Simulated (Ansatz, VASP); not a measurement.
## Se (trigonal (grey) selenium): VASP beside Ansatz

Aim: how closely do two programs agree when they are given the same cell, functional and k mesh? The cell is taken from a series of runs on this material, whose earlier steps may have relaxed, scaled, displaced or heated it; both programs get it as it stands.

Main program and level: Ansatz 0.2.0; plane waves, with VASP 6.6.1 beside it; single point at HSE06.

**1. Set-up**

It takes space group P3_121 (No. 152, trigonal). Conventional cell: a = 4.036 Å, b = 4.036 Å, c = 5.123 Å, α = 90.00°, β = 90.00°, γ = 120.00°. Nearest to Se lie 2 Se at 2.44 Å.

Structure file:

```cif
data_structure
_symmetry_space_group_name_H-M 'P3_121'
_symmetry_Int_Tables_number 152
_cell_length_a 4.0363
_cell_length_b 4.0363
_cell_length_c 5.1233
_cell_angle_alpha 90.000
_cell_angle_beta 90.000
_cell_angle_gamma 120.000
_cell_volume 72.29
loop_
_atom_site_label
_atom_site_type_symbol
_atom_site_symmetry_multiplicity
_atom_site_Wyckoff_symbol
_atom_site_fract_x
_atom_site_fract_y
_atom_site_fract_z
_atom_site_occupancy
Se1 Se 3 a 0.24876 0.00000 0.33333 1
```

**2. Ansatz: single point, HSE06**

Ansatz runs on its PAW soft_1 files.

A single point gives forces, pressure and levels at one fixed geometry, so differences don't come from the geometry; what else differs is listed under the comparison.

Input file input.yaml:

```yaml
crystal:
  lattice:
    - [4.0363336452, 0.0, 0.0]
    - [-2.0181668226, 3.4955674749, 0.0]
    - [0.0, 0.0, 5.1233012596]
  atoms:
    - { symbol: Se, position: [0.2487569698, 0.0, 0.3333333333] }
    - { symbol: Se, position: [0.0, 0.2487569698, 0.6666666667] }
    - { symbol: Se, position: [0.7512430302, 0.7512430302, 0.0] }
basis:
  ecutwfc: 420
  xc_grid: 2
hamiltonian:
  xc: hse06
  pseudopotentials: { kind: paw, azcp: { folder: soft_1 } }
kpoints:
  mp_grid: { grid: [5, 5, 4] }
scf:
  occupations: { method: fermi_dirac, width: 0.01 }
  max_iter: 150
output:
  forces: true
  stress: true
checkpoint:
  write: "../Se.hse06.run"
  compress: false
  write_wavefunctions: false
  write_every: 100000
```

Run with:

```sh
ansatz run input.yaml --threads 8 --pin off --max-ram 13189MiB --backend cpu --events-out ev --progress --plain --runs-dir out
```

Numbers of over 12 decimals in the logs are rounded to 6 here.

Log:

```text
Warning: output.stress: scf.convergence.dr2_threshold = 1e-7 eV (the SCF's general default) is looser than the 3e-10 eV advised for a printed stress (1e-10 eV for each atom of the cell: 3). What an SCF threshold leaves in a stress goes as its square root, and in the free energy as the threshold itself, and one threshold admits the most on a small cell: [figures from the program's tests cut] Set scf.convergence.dr2_threshold to 3e-10 eV or tighter. The threshold is an SCF's pass mark: one that does not reach it within its budget of iterations ends unconverged, or closes short of it on a stop that the run arms, and scf.convergence.dr2_threshold's page says what that costs each kind of run
Warning: output.stress: scf.exx.energy_threshold = 1e-6 eV is looser than the 3e-8 eV advised for a stress under a hybrid functional (1e-8 eV for each atom of the cell: 3). Every SCF of the exchange loop can meet its threshold on dr2 while the loop round them stops early: no threshold on dr2 bounds what that leaves in the stress. Set scf.exx.energy_threshold to 3e-8 eV or tighter. The threshold is the loop's pass mark: a loop that does not reach it within its budget of cycles ends unconverged, and scf.exx.energy_threshold's page has the law
Engine: ansatz 0.2.0, aarch64-unknown-linux-gnu
Pseudopotentials: kind: paw
Pseudopotential: Se, paw, valence charge 16, recommended cutoff 420 eV (normal), soft_1/Se.paw.azcp
Functional definition: HSE06
  parameter a = 0.25
  parameter omega = 0.11/bohr
  exchange = pbe_x - a*pbe_x_sr(omega) + a*exact_x_sr(omega)
  correlation = pbe_c
Crystal: 3 atoms, lattice volume = 72.286 Å³
Basis set: ecut = 420 eV, 1409 PW (Γ), exchange–correlation on 54×54×72 points (8 copies of the dense FFT grid, shifted against one another)
Bands: 29, of which v1, the nominal top of the filled ones, is band 24 counted from 1 (23 counted from 0)
Symmetry: 6 space group operations
Space group: P3121 (ITA 152), of the structure as read, at distance tolerance 4.2e-5 Å
k-points: 17 of 100 (time reversal used)
Non-local potential: Se, projectors of the file, l = 0: 2, l = 1: 2, l = 2: 3, l = 3: 1
PAW form: soft (Blöchl's): semilocal exchange-correlation on the pseudo side does not see the compensation charge
PAW frozen core: Se, regenerated for the run's functional, and the local potential with it (the file was generated under x = pbe(κ = 0.804, μ = 0.219515), c = pbe(β = 0.066725))
PAW one-centre angular grid: Se, 590 points (default); XC on 64 Gauss nodes
Initial density: superposition of atomic densities (chi_scale 0.1, normalization cell)
Initial wavefunctions: pseudopotential atomic-orbital guess
Functional: x = pbe(κ = 0.804, μ = 0.219515), c = pbe(β = 0.066725), warm-up for x = pbe(κ = 0.804, μ = 0.219515) + 0.25 (exact − pbe) at short range (hse, ω = 0.207870 Å⁻¹), c = pbe(β = 0.066725); HSE06 as pw.x's `hse` composes it (authors' and Libxc's form: `xc: wpbeh`)
iter 1 solved again at ethr=6.66e-4 eV; its pass at ethr=1.00e-1 eV (dr2=3.20e-1 eV) is discarded
SCF iter   1: F=—  HF=-16407.208326 eV  |F-HF|=—  |Δ(HF+E_count)|=         —  Δρ=2.67e-2  dr2=3.05e-1  ethr=6.66e-4  ⟨swp⟩=7.4  Hψ=2699  notcnv=0
preconditioner: auto → none  [insulator: Δε(μ)=0.964 eV  Ē_g=10.455 eV  σ=0.010 eV  W_gap=1.00  n_scr=22 (ndim 8)  ℏωp=18.5 eV  f_vac=0.017  D(μ)=0.00/eV (n_scr^D=0)]
SCF iter   2: F=—  HF=-16407.160810 eV  |F-HF|=—  |Δ(HF+E_count)|=   4.75e-2  Δρ=1.19e-2  dr2=5.72e-2  ethr=6.35e-4  ⟨swp⟩=2.0  Hψ=986  notcnv=0
iter 3 solved again at ethr=1.47e-6 eV; its pass at ethr=1.19e-4 eV (dr2=7.04e-4 eV) is discarded
SCF iter   3: F=—  HF=-16407.159377 eV  |F-HF|=—  |Δ(HF+E_count)|=   1.43e-3  Δρ=1.33e-3  dr2=6.76e-4  ethr=1.47e-6  ⟨swp⟩=4.9  Hψ=2635  notcnv=0  defer=8
SCF iter   4: F=-16407.159391 eV  HF=-16407.159376 eV  |F-HF|=1.50e-5  |Δ(HF+E_count)|=   9.89e-7  Δρ=3.80e-4  dr2=5.13e-5  ethr=1.41e-6  ⟨swp⟩=2.4  Hψ=993  notcnv=0  defer=1
SCF 1 stopped early in 4 iterations: F = -16407.159391 eV  dr2 = 5.13e-5
  greatest PAW one-centre occupation: 1.000 electrons in one spin orbital (limit 2), on the Se atom at site 1 (counted from 0), in its partial waves of l = 2
Initial density: handed on by an earlier stage of this run
Initial wavefunctions: those handed on with the density
Functional: x = pbe(κ = 0.804, μ = 0.219515) + 0.25 (exact − pbe) at short range (hse, ω = 0.207870 Å⁻¹), c = pbe(β = 0.066725); HSE06 as pw.x's `hse` composes it (authors' and Libxc's form: `xc: wpbeh`)
Exchange kernel: α = 0.2500, screened, ω = 0.2079 Å⁻¹, Wigner–Seitz truncation, v(0) = 1045.1499 eV·Å³, q-mesh 5×5×4, nearest image of the exchange supercell L = 20.18 Å, pair-density grid 18×18×24, without the augmentation charges, whose exchange is taken in its separable form by FFT convolution over the k-point mesh (sized by the pseudopotential files, 24×24×36 at the most), smooth part of the exact exchange by density-matrix convolution
Frozen-core exchange: fock
SCF iter   1: F=—  HF=-16411.254007 eV  |F-HF|=—  |Δ(HF+E_count)|=         —  Δρ=5.80e-3  dr2=1.34e-2  ethr=1.07e-6  ⟨swp⟩=5.9  Hψ=2081  notcnv=0
preconditioner: auto → none  [insulator: Δε(μ)=1.437 eV  Ē_g=11.810 eV  σ=0.010 eV  W_gap=1.00  n_scr=22 (ndim 8)  ℏωp=18.5 eV  f_vac=0.036  D(μ)=0.00/eV (n_scr^D=0)]
[...]
SCF iter   6: F=—  HF=-16411.253940 eV  |F-HF|=—  |Δ(HF+E_count)|=   3.84e-4  Δρ=1.84e-4  dr2=1.72e-5  ethr=4.17e-9  ⟨swp⟩=4.4  Hψ=1819  notcnv=0
SCF iter   7: F=-16411.253935 eV  HF=-16411.253935 eV  |F-HF|=7.41e-8  |Δ(HF+E_count)|=   4.96e-6  Δρ=1.02e-5  dr2=2.76e-6  ethr=4.17e-9  ⟨swp⟩=4.0  Hψ=1168  notcnv=0
SCF 2 stopped early in 7 iterations: F = -16411.253935 eV  dr2 = 2.76e-6
  Residual-converged pass: ⟨swp⟩=4.0  Hψ=1392  notcnv=0  max |occ|·‖R‖ = 6.4e-6 eV (tolerance 6.7e-6 eV)  dr2=2.75e-6  dr2_onsite=8.32e-9  max |Δocc| = 0.0e0
  greatest PAW one-centre occupation: 1.000 electrons in one spin orbital (limit 2), on the Se atom at site 2 (counted from 0), in its partial waves of l = 2
hybrid outer 1: dexx = +1.883e-2 eV, tail = 4.51e-4 eV
Exchange kernel: α = 0.2500, screened, ω = 0.2079 Å⁻¹, Wigner–Seitz truncation, v(0) = 1045.1499 eV·Å³, q-mesh 5×5×4, nearest image of the exchange supercell L = 20.18 Å, pair-density grid 18×18×24, without the augmentation charges, whose exchange is taken in its separable form by FFT convolution over the k-point mesh (sized by the pseudopotential files, 24×24×36 at the most), smooth part of the exact exchange by density-matrix convolution
Frozen-core exchange: fock
SCF iter   1: F=—  HF=-16411.254423 eV  |F-HF|=—  |Δ(HF+E_count)|=         —  Δρ=6.96e-5  dr2=1.64e-6  ethr=4.70e-6  ⟨swp⟩=2.2  Hψ=990  notcnv=0
preconditioner: auto → none  [insulator: Δε(μ)=1.495 eV  Ē_g=11.837 eV  σ=0.010 eV  W_gap=1.00  n_scr=22 (ndim 8)  ℏωp=18.5 eV  f_vac=0.038  D(μ)=0.00/eV (n_scr^D=0)]
SCF iter   2: F=—  HF=-16411.254428 eV  |F-HF|=—  |Δ(HF+E_count)|=   5.20e-6  Δρ=3.18e-5  dr2=5.23e-7  ethr=2.86e-9  ⟨swp⟩=4.0  Hψ=1781  notcnv=0
SCF iter   3: F=—  HF=-16411.254428 eV  |F-HF|=—  |Δ(HF+E_count)|=   2.20e-7  Δρ=6.89e-6  dr2=2.85e-7  ethr=5.37e-10  ⟨swp⟩=3.0  Hψ=1317  notcnv=0
SCF iter   4: F=—  HF=-16411.254429 eV  |F-HF|=—  |Δ(HF+E_count)|=   1.44e-6  Δρ=8.64e-6  dr2=3.27e-8  ethr=3.83e-11  ⟨swp⟩=4.2  Hψ=1844  notcnv=0
SCF iter   5: F=—  HF=-16411.254429 eV  |F-HF|=—  |Δ(HF+E_count)|=   3.03e-8  Δρ=3.03e-6  dr2=4.23e-9  ethr=3.83e-11  ⟨swp⟩=3.8  Hψ=1083  notcnv=0  defer=1
SCF iter   6: F=-16411.254429 eV  HF=-16411.254429 eV  |F-HF|=9.86e-10  |Δ(HF+E_count)|=   2.72e-9  Δρ=9.07e-7  dr2=3.15e-10  ethr=6.10e-12  ⟨swp⟩=3.1  Hψ=1296  notcnv=0
SCF 3 converged in 6 iterations: F = -16411.254429 eV  dr2 = 3.15e-10
  Residual-converged pass: ⟨swp⟩=2.8  Hψ=960  notcnv=0  max |occ|·‖R‖ = 5.4e-7 eV (tolerance 5.4e-7 eV)  dr2=3.15e-10  dr2_onsite=1.89e-9  max |Δocc| = 0.0e0
hybrid outer 2: dexx = +2.193e-6 eV, tail = 1.26e-7 eV, Δε = 3.86e-3 eV (about 1.89e-4 eV left of the loop's levels), ΔF = 8.26e-3 eV/Å (tail 1.85e-3)
Exchange kernel: α = 0.2500, screened, ω = 0.2079 Å⁻¹, Wigner–Seitz truncation, v(0) = 1045.1499 eV·Å³, q-mesh 5×5×4, nearest image of the exchange supercell L = 20.18 Å, pair-density grid 18×18×24, without the augmentation charges, whose exchange is taken in its separable form by FFT convolution over the k-point mesh (sized by the pseudopotential files, 24×24×36 at the most), smooth part of the exact exchange by density-matrix convolution
Frozen-core exchange: fock
SCF iter   1: F=—  HF=-16411.254430 eV  |F-HF|=—  |Δ(HF+E_count)|=         —  Δρ=2.04e-6  dr2=1.65e-9  ethr=1.31e-9  ⟨swp⟩=4.4  Hψ=1032  notcnv=0
preconditioner: auto → none  [insulator: Δε(μ)=1.496 eV  Ē_g=11.837 eV  σ=0.010 eV  W_gap=1.00  n_scr=22 (ndim 8)  ℏωp=18.5 eV  f_vac=0.038  D(μ)=0.00/eV (n_scr^D=0)]
SCF iter   2: F=-16411.254430 eV  HF=-16411.254430 eV  |F-HF|=2.91e-11  |Δ(HF+E_count)|=  7.35e-10  Δρ=4.20e-7  dr2=2.95e-10  ethr=2.96e-12  ⟨swp⟩=4.0  Hψ=1707  notcnv=0
SCF 4 converged in 2 iterations: F = -16411.254430 eV  dr2 = 2.95e-10
  Residual-converged pass: ⟨swp⟩=2.0  Hψ=598  notcnv=0  max |occ|·‖R‖ = 1.1e-6 eV (tolerance 1.1e-6 eV)  dr2=2.95e-10  dr2_onsite=6.28e-11  max |Δocc| = 0.0e0
hybrid outer 3: dexx = +1.379e-9 eV, tail = 7.75e-10 eV, Δε = 1.06e-4 eV (about 1.86e-5 eV left of the loop's levels), ΔF = 3.53e-4 eV/Å (tail 2.82e-4)
hybrid SCF converged: 3 outer / 15 inner (+4 warm-up), last move |dexx| = 1.38e-9 eV, tail = 7.75e-10 eV
Stability not checked: this state was not tested for a lower state beside it, because the functional holds exact exchange (a hybrid, or Hartree-Fock), whose exchange loop this test does not read (fock_operator; see scf.lower_state_search)
Free energy (F): -16411.254430 eV
Frozen-core exchange: fock
Harris-Foulkes:  -16411.254430 eV  (|F-HF|=2.91e-11)
Internal energy: -16411.254430 eV  (E = F + TS)
E sigma→0 (E₀):  -16411.254430 eV
Fermi energy:    8.590672 eV
--- Per-component energies (eV) ---
  E_band       = -1321.094444
  E_kinetic    = 326.586296
  E_local      = -7806.557016  (includes V_loc(G=0)·N_el)
  E_nonlocal   = -1064.432245
  E_hartree    = 4100.871185
  E_xc         = -205.623293
  E_vxc        = -216.643679  (∫ρ·V_xc dr)
  E_exx        = -204.010917  (= α·E_x^exact, valence–valence)
  E_paw        = -6233.199544  (= ΣΔE_a)
  E_vpaw       = -353.767565  (= ΣTr[D̂ρ^β])
  E_aug_tail   = -0.001116  (compensation charges beyond the density's cutoff)
  E_ewald      = -5321.674866
  E_core_change = -3.212914  (= ΣΔE_core)
  E_smearing   = -0.000000  (= −TS)
  E_closure    = 0.000000  (closes the sum)
  Σ components = -16411.254430   (vs F -16411.254430, Δ=3.64e-12)
--- Forces (eV/Å), atoms counted from 1 ---
  atom   1  Se    -0.54697539    -0.00000000    -0.00000000
  atom   2  Se     0.27348770    -0.47369458     0.00000000
  atom   3  Se     0.27348770     0.47369458     0.00000000
  max |Σ_I F_I| component: 5.78e-18 eV/Å
--- Stress (GPa, compression-positive) ---
        1.431631      -0.000000      -0.000000
        0.000000       1.431631      -0.000000
       -0.000000      -0.000000      -0.757195
  P = ⅓ Tr σ = 0.7020 GPa (7.020 kbar)
--- Band table (eV; the first three rows and the last of 17) ---
  k-point 0: bands = [... 20 lower, 4.1357, 5.6032, 5.6032, 7.0492, 9.9777, 9.9777]
  k-point 1: bands = [... 20 lower, 4.5665, 5.6887, 5.8772, 6.8058, 9.5724, 9.5969]
  k-point 2: bands = [... 20 lower, 4.4121, 6.0893, 6.2088, 6.2088, 9.3297, 9.4046]
  k-point 16: bands = [... 20 lower, 2.1024, 6.2129, 6.7234, 7.8338, 9.4134, 10.7924]
  guard bands above this table: 3 of the run's 29 bands. The solve was not asked for them (output.publish_guard_bands: true or output.eigenvalues: true publishes all)
```

The run ends at a pressure of 0.70 GPa, with forces up to 0.55 eV/Å.

**3. VASP: single point, HSE06**

The same cell, functional, mesh and smearing now go to VASP, with its own data sets.

Lines of VASP's logs that name or quote its potential files are left out, and so is its time.

The run reads the wave functions of an earlier VASP run, which isn't shown here.

Input file INCAR:

```
SYSTEM = Se
PREC = Accurate
ENCUT = 400
EDIFF = 1E-06
NELM = 100
ISMEAR = -1
SIGMA = 0.01
LREAL = .FALSE.
ALGO = Normal
LHFCALC = .TRUE.
AEXX = 0.25
GGA = PE
HFSCREEN = 0.208
LASPH = .TRUE.
NBANDS = 15
PRECFOCK = Fast
LORBIT = 11
LWAVE = .FALSE.
LCHARG = .FALSE.
ISIF = 2
```

Input file POSCAR:

```
Se
1.0
    4.0363336452      0.0000000000      0.0000000000
   -2.0181668226      3.4955674749      0.0000000000
    0.0000000000      0.0000000000      5.1233012596
Se
3
Direct
    0.2487569698      0.0000000000      0.3333333333
    0.0000000000      0.2487569698      0.6666666667
    0.7512430302      0.7512430302      0.0000000000
```

Input file KPOINTS:

```
Automatic mesh
0
Gamma
5 5 4
0 0 0
```

PAW data sets: Se (PBE family, release 64).

Run with:

```sh
export OMP_NUM_THREADS=6
mpirun -np 1 vasp_std
```

Log:

```text
[banner, memory and clock lines left out]
running    1 mpi-ranks, on    1 nodes
 distrk:  each k-point on    1 cores,    1 groups
 distr:  one band on    1 cores,    1 groups
 Offloading initialized ...    1 GPUs detected
 POSCAR found type information on POSCAR Se
 POSCAR found :  1 types and       3 ions
 LDA part: xc-table for (Slater+PW92), standard interpolation
 found WAVECAR, reading the header
 POSCAR, INCAR and KPOINTS ok, starting setup
 FFT: planning ... GRIDC
 FFT: planning ... GRID_SOFT
 FFT: planning ... GRID
 reading WAVECAR
 the WAVECAR file was read successfully
 initial charge from wavefunction
 entering main loop
       N       E                     dE             d eps       ncg     rms          rms(c)
DAV:   1    -0.130414591763E+02   -0.13041E+02   -0.67655E-01   510   0.604E+00    0.186E+00
DAV:   2    -0.130513966199E+02   -0.99374E-02   -0.30560E-02   545   0.105E+00    0.119E+00
DAV:   3    -0.130487126868E+02    0.26839E-02   -0.27240E-03   622   0.310E-01    0.684E-01
DAV:   4    -0.130478075486E+02    0.90514E-03   -0.92446E-04   622   0.190E-01    0.358E-01
DAV:   5    -0.130475540206E+02    0.25353E-03   -0.21668E-04   622   0.956E-02    0.191E-01
DAV:   6    -0.130474794168E+02    0.74604E-04   -0.51626E-05   629   0.477E-02    0.103E-01
DAV:   7    -0.130474577989E+02    0.21618E-04   -0.14526E-05   622   0.256E-02    0.559E-02
DAV:   8    -0.130474521188E+02    0.56801E-05   -0.43840E-06   573   0.142E-02    0.301E-02
DAV:   9    -0.130474509332E+02    0.11857E-05   -0.12683E-06   325   0.793E-03    0.165E-02
DAV:  10    -0.130474509254E+02    0.77771E-08   -0.49496E-07   311   0.535E-03
   1 F= -.13047451E+02 E0= -.13047451E+02  d E =-.287616E-14
```

(Continued in part 2 of 2.)

[Lines on the potential files, build, host, timing and source positions are cut from VASP's logs without a mark.]

[Logs are printed without paths, hosts, clocks, repeated set-up lines and the standing remarks that a program may print on its own settings, such as how far it seeks lower states.]

[Hosts, paths, dates, database ids (printed as entryN), source tags and the programs' standing remarks are cut or masked in the printed files.]
